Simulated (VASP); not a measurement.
Data:

```yaml
crystal:
  lattice:
    - [0.00000, 3.32733, 3.32733]
    - [3.32733, 0.00000, 3.32733]
    - [3.32733, 3.32733, 0.00000]
  atoms:
    - { symbol: Hg, position: [0.00000, 0.00000, 0.00000] }
    - { symbol: Te, position: [0.25000, 0.25000, 0.25000] }
```

Method: B3LYP hybrid, VASP's PBE PAW potentials (set 64) (plane waves; VASP). Run with 520 eV cut-off, 6×6×6 Γ-centred mesh, Gaussian smearing of 0.050 eV, potentials Hg Te.

Give the stress tensor in GPa (positive for a compressed cell).

```
1.01  0.00  0.00
0.00  1.01  0.00
0.00  0.00  1.01
```
The pressure is its mean diagonal, 1.01 GPa.

The compound is HgTe in the zinc blende structure. It was relaxed first, which changed the volume by +9 %. The cell's shape comes from a PBE relaxation.
